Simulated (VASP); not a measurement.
All values below come from r2SCAN meta-GGA, VASP's PBE PAW potentials (set 64) (plane waves; VASP).

Input for VASP

### POSCAR
```
BiB
1
    3.8567342020     0.0000000000     0.0000000000
   -1.9283671010     3.3400299738     0.0000000000
    0.0000000000    -0.0000000000    18.7068834507
B Bi
1 1
Direct
  0.6666670000   0.3333330000   0.5000000000
  0.3333330000   0.6666670000   0.5000000000
```

### INCAR
```
ALGO = Normal
EDIFF = 1E-7
ENCUT = 520
ISIF = 2
ISMEAR = -5
LASPH = .True.
LCHARG = .False.
LMAXMIX = 4
LMIXTAU = .True.
LORBIT = 11
LREAL = .False.
LWAVE = .False.
METAGGA = R2SCAN
NEDOS = 601
NELM = 100
PREC = Accurate
SYSTEM = BiB
```

**KPOINTS_OPT**
```
k-points along high-symmetry lines
20
Line-mode
Reciprocal
  0.000000   0.000000   0.000000 ! GAMMA
  0.500000   0.000000   0.000000 ! M

  0.500000   0.000000   0.000000 ! M
  0.333333   0.333333   0.000000 ! K

  0.333333   0.333333   0.000000 ! K
  0.000000   0.000000   0.000000 ! GAMMA
```

KPOINTS:
```
Automatic mesh
0
Gamma
9 9 1
0 0 0
```

POTCAR, in this order: B Bi_d (PBE.64 set). Program: vasp_std.

The resulting files:

**OSZICAR**
```
       N       E                     dE             d eps       ncg     rms          rms(c)
DAV:   1     0.521779143993E+02    0.52178E+02   -0.82231E+03   392   0.103E+03
DAV:   2    -0.587028633130E+02   -0.11088E+03   -0.10853E+03   387   0.263E+02
DAV:   3    -0.674805117433E+02   -0.87776E+01   -0.87424E+01   392   0.878E+01
DAV:   4    -0.677941671297E+02   -0.31366E+00   -0.31292E+00   478   0.169E+01
DAV:   5    -0.677997265248E+02   -0.55594E-02   -0.55594E-02   490   0.165E+00    0.384E+00
DAV:   6    -0.652425309500E+02    0.25572E+01   -0.35311E+00   412   0.261E+01    0.149E+00
DAV:   7    -0.642497926264E+02    0.99274E+00   -0.27499E-01   397   0.564E+00    0.896E-01
DAV:   8    -0.651023072339E+02   -0.85251E+00   -0.16659E-01   362   0.449E+00    0.207E-01
DAV:   9    -0.638780298548E+02    0.12243E+01   -0.13154E-01   397   0.445E+00    0.957E-02
DAV:  10    -0.638706889731E+02    0.73409E-02   -0.22416E-02   337   0.214E+00    0.591E-02
DAV:  11    -0.638386385139E+02    0.32050E-01   -0.15398E-02   327   0.154E+00    0.473E-02
DAV:  12    -0.634995155772E+02    0.33912E+00   -0.34285E-02   342   0.187E+00    0.537E-02
DAV:  13    -0.634898735740E+02    0.96420E-02   -0.93526E-04   402   0.336E-01    0.553E-02
DAV:  14    -0.634860730265E+02    0.38005E-02   -0.99658E-05   391   0.110E-01    0.498E-02
DAV:  15    -0.633971252649E+02    0.88948E-01   -0.15123E-02   312   0.127E+00    0.334E-02
DAV:  16    -0.632612619407E+02    0.13586E+00   -0.39147E-02   357   0.125E+00    0.742E-02
DAV:  17    -0.632746248824E+02   -0.13363E-01   -0.17836E-03   362   0.327E-01    0.702E-02
DAV:  18    -0.632765321342E+02   -0.19073E-02   -0.96718E-05   397   0.847E-02    0.649E-02
DAV:  19    -0.632680135493E+02    0.85186E-02   -0.16376E-03   312   0.347E-01    0.540E-02
DAV:  20    -0.632412790248E+02    0.26735E-01   -0.35544E-03   377   0.517E-01    0.478E-02
DAV:  21    -0.632066255510E+02    0.34653E-01   -0.28723E-03   327   0.469E-01    0.642E-02
DAV:  22    -0.632060332145E+02    0.59234E-03   -0.71269E-05   392   0.802E-02    0.671E-02
DAV:  23    -0.632110071476E+02   -0.49739E-02   -0.58862E-05   362   0.743E-02    0.682E-02
DAV:  24    -0.632447800998E+02   -0.33773E-01   -0.26976E-03   337   0.456E-01    0.648E-02
DAV:  25    -0.632608691686E+02   -0.16089E-01   -0.29705E-03   347   0.498E-01    0.733E-02
DAV:  26    -0.632517256938E+02    0.91435E-02   -0.57070E-04   382   0.191E-01    0.522E-02
DAV:  27    -0.632595861540E+02   -0.78605E-02   -0.39582E-04   377   0.174E-01    0.307E-02
DAV:  28    -0.632613737136E+02   -0.17876E-02   -0.44431E-05   448   0.510E-02    0.222E-02
DAV:  29    -0.632771029773E+02   -0.15729E-01   -0.15051E-03   322   0.304E-01    0.248E-02
DAV:  30    -0.632867242540E+02   -0.96213E-02   -0.16015E-03   327   0.319E-01    0.293E-02
DAV:  31    -0.632876062870E+02   -0.88203E-03   -0.82910E-05   432   0.870E-02    0.301E-02
DAV:  32    -0.632889454416E+02   -0.13392E-02   -0.16854E-03   317   0.291E-01    0.300E-02
DAV:  33    -0.632887077428E+02    0.23770E-03   -0.70382E-05   367   0.893E-02    0.318E-02
DAV:  34    -0.632887779436E+02   -0.70201E-04   -0.11625E-03   312   0.236E-01    0.280E-02
DAV:  35    -0.632888739162E+02   -0.95973E-04   -0.50885E-05   382   0.693E-02    0.144E-02
DAV:  36    -0.632891634316E+02   -0.28952E-03   -0.46846E-05   312   0.669E-02    0.115E-02
DAV:  37    -0.632892204776E+02   -0.57046E-04   -0.11696E-05   382   0.395E-02    0.818E-03
DAV:  38    -0.632882757793E+02    0.94470E-03   -0.17527E-03   312   0.318E-01    0.758E-03
DAV:  39    -0.632882981612E+02   -0.22382E-04   -0.22820E-05   392   0.407E-02    0.772E-03
DAV:  40    -0.632882586326E+02    0.39529E-04   -0.18041E-06   368   0.148E-02    0.771E-03
DAV:  41    -0.632882240323E+02    0.34600E-04   -0.53052E-06   312   0.263E-02    0.765E-03
DAV:  42    -0.632884457518E+02   -0.22172E-03   -0.18355E-05   312   0.483E-02    0.819E-03
DAV:  43    -0.632882607938E+02    0.18496E-03   -0.40388E-05   312   0.699E-02    0.772E-03
DAV:  44    -0.632885114941E+02   -0.25070E-03   -0.12369E-05   312   0.387E-02    0.777E-03
DAV:  45    -0.632883580612E+02    0.15343E-03   -0.58018E-06   312   0.292E-02    0.704E-03
DAV:  46    -0.632883077023E+02    0.50359E-04   -0.31303E-05   312   0.630E-02    0.597E-03
DAV:  47    -0.632881703132E+02    0.13739E-03   -0.15271E-05   312   0.476E-02    0.551E-03
DAV:  48    -0.632882086080E+02   -0.38295E-04   -0.70778E-06   312   0.315E-02    0.508E-03
DAV:  49    -0.632879491764E+02    0.25943E-03   -0.89262E-05   312   0.110E-01    0.404E-03
DAV:  50    -0.632881105620E+02   -0.16139E-03   -0.11300E-04   312   0.122E-01    0.325E-03
DAV:  51    -0.632883096171E+02   -0.19906E-03   -0.77605E-06   337   0.272E-02    0.354E-03
DAV:  52    -0.632883761718E+02   -0.66555E-04   -0.42836E-05   312   0.739E-02    0.322E-03
DAV:  53    -0.632887692317E+02   -0.39306E-03   -0.30025E-04   312   0.188E-01    0.371E-03
DAV:  54    -0.632888397036E+02   -0.70472E-04   -0.20830E-05   312   0.514E-02    0.364E-03
DAV:  55    -0.632888409482E+02   -0.12446E-05   -0.11122E-06   407   0.111E-02    0.353E-03
DAV:  56    -0.632890919555E+02   -0.25101E-03   -0.16794E-04   312   0.128E-01    0.308E-03
DAV:  57    -0.632892005911E+02   -0.10864E-03   -0.22055E-05   312   0.485E-02    0.285E-03
DAV:  58    -0.632892406246E+02   -0.40034E-04   -0.71242E-06   317   0.279E-02    0.275E-03
DAV:  59    -0.632891638502E+02    0.76774E-04   -0.99426E-06   312   0.328E-02    0.252E-03
DAV:  60    -0.632892190931E+02   -0.55243E-04   -0.52495E-06   312   0.251E-02    0.242E-03
DAV:  61    -0.632892556213E+02   -0.36528E-04   -0.13475E-05   312   0.341E-02    0.276E-03
DAV:  62    -0.632892677222E+02   -0.12101E-04   -0.35952E-06   332   0.181E-02    0.293E-03
DAV:  63    -0.632892681741E+02   -0.45192E-06   -0.85548E-08   358   0.342E-03    0.291E-03
DAV:  64    -0.632892648261E+02    0.33480E-05   -0.17786E-06   317   0.119E-02    0.286E-03
DAV:  65    -0.632892649228E+02   -0.96705E-07   -0.25996E-07   248   0.550E-03
   1 F= -.63289265E+02 E0= -.63289265E+02  d E =0.000000E+00
       N       E                     dE             ncg
       N       E                     dE             ncg
       N       E                     dE             ncg
       N       E                     dE             ncg
       N       E                     dE             ncg
```

**OUTCAR**
```
------------------------ aborting loop because EDIFF is reached ----------------------------------------
  FORCE on cell =-STRESS in cart. coord.  units (eV):
  Direction    XX          YY          ZZ          XY          YZ          ZX
  --------------------------------------------------------------------------------------
  Total        0.0202977      0.0202977     -0.0344789      0.0000000      0.0000000      0.0000000
  in kB        0.1349540      0.1349540     -0.2292408      0.0000000      0.0000000      0.0000000
  external PRESSURE =       0.0135558 kB  Pullay stress =       0.0000000 kB
  volume of cell :      240.97
      direct lattice vectors                 reciprocal lattice vectors
     3.856734202  0.000000000  0.000000000     0.259286730  0.149699255  0.000000000
    -1.928367101  3.340029974  0.000000000     0.000000000  0.299398511  0.000000000
     0.000000000  0.000000000 18.706883451     0.000000000  0.000000000  0.053456259
 POSITION                                       TOTAL-FORCE (eV/Angst)
 -----------------------------------------------------------------------------------
      1.92837      1.11334      9.35344        -0.000000      0.000000      0.000000
     -0.00000      2.22669      9.35344         0.000000     -0.000000      0.000000
 -----------------------------------------------------------------------------------
    total drift:                                0.001692     -0.000977      0.000000
  FREE ENERGIE OF THE ION-ELECTRON SYSTEM (eV)
  ---------------------------------------------------
  free  energy   TOTEN  =       -63.2892649228 eV

  energy  without entropy=      -63.2892649228  energy(sigma->0) =      -63.28926492

 total charge

# of ion       s       p       d       tot
------------------------------------------
    1        0.694   0.992   0.000   1.686
    2        1.369   1.721   9.934  13.024
--------------------------------------------------
tot          2.062   2.713   9.934  14.709
```
(Selected blocks of OUTCAR.)

The cell holds a wide vacuum, so values per volume refer to the whole cell.

The cell is a sheet with vacuum, built from a generated structure.
